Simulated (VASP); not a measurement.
Data:

```xyz
2
Lattice="4.2271 -2.3084 0.0000 4.2271 2.3084 0.0000 2.9664 0.0000 3.7944" Properties=species:S:1:pos:R:3 pbc="T T T"
Bi     2.6724     0.0000     0.8879
Bi     8.7481     0.0000     2.9065
```

These are PBE GGA, VASP's PBE PAW potentials (set 64) (plane waves; VASP) values and carry that method's errors. Settings: 300 eV cut-off, 9×9×9 Γ-centred mesh, Gaussian smearing of 0.27 eV, potentials Bi_d.

At this cut-off the stress carries a Pulay error, which pulls relaxed volumes low. Energy and stress use the plane-wave basis of the starting cell.

Question: The ions, cell shape and volume are relaxed. Which structure does the run end with?

Answer: 
```xyz
2
Lattice="4.2186 -2.2829 0.0128 4.2186 2.2829 0.0128 2.9719 0.0000 3.7651" Properties=species:S:1:pos:R:3 pbc="T T T"
Bi     2.6765     0.0000     0.8892
Bi     8.7326     0.0000     2.9014
```
Space group R-3m (166), at a tolerance of 0.03 Å.

Question: How do energy and volume change from the first to the last step?

Answer: The energy (σ→0) changes by -2.4 meV/atom and the volume by -2.3 %, in 9 ionic steps.

The structure is a typed Bi crystal. This run relaxes it. Symmetry was kept, so distortions that lower it aren't found. The run is one of a series of settings (EDIFFG = -0.01, IBRION = 2, ISIF = 3, NSW = 50 against the base run), some of them coarse on purpose.
